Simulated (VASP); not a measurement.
Here is the system:

```
CsHgBrCl2
1.0
    5.31035     0.00000     0.00000
    0.00000     5.31035     0.00000
    0.00000     0.00000     5.48869
Cs Hg Br Cl
1 1 1 2
Cartesian
  0.00000   0.00000   0.00000
  2.65517   2.65517   2.74434
  2.65517   2.65517   0.00000
  2.65517   0.00000   2.74434
  0.00000   2.65517   2.74434
```

The numbers are results of PBEsol GGA, VASP's PBE PAW potentials (set 64) (plane waves; VASP), not measurements. Run with 400 eV cut-off, Gaussian smearing of 0.050 eV, potentials Cs_sv Hg Br Cl.

Task: Give the energies of bands 11 to 24 at the high-symmetry points, in eV from the Fermi level.

Result: 
```
band      Γ      X      M      Z      R      A
----  -----  -----  -----  -----  -----  -----
11    -5.36  -5.62  -5.72  -5.57  -5.70  -5.71
12    -5.26  -5.34  -5.72  -5.26  -5.67  -5.71
13    -3.41  -3.34  -4.36  -3.35  -4.21  -5.69
14    -3.41  -3.25  -2.93  -3.35  -3.13  -1.87
15    -3.34  -3.17  -2.17  -3.04  -2.20  -1.80
16    -1.59  -2.13  -1.63  -2.20  -1.78  -1.80
17    -1.47  -1.63  -1.63  -1.74  -1.75  -0.98
18    -1.47  -1.50  -1.48  -1.50  -1.57  -0.80
19    -1.19  -1.46  -1.48  -1.50  -1.42  -0.80
20    -1.13  -1.43  -0.99  -1.20  -0.84  -0.05
21    -1.13  -1.33  -0.06  -1.20   0.09   0.16
22    -0.92   2.46   3.90   2.76   4.10   4.84
23     4.72   6.24   6.29   5.91   6.01   4.84
24     5.09   6.72   6.29   6.13   6.09   4.91
```

It has no gap at this level: it comes out as a metal or semimetal.

The structure comes from a computed database's CsHgBrCl2 entry (P4/mmm); how it stands against other phases isn't given here. It was relaxed first, which changed the volume by -7 %.
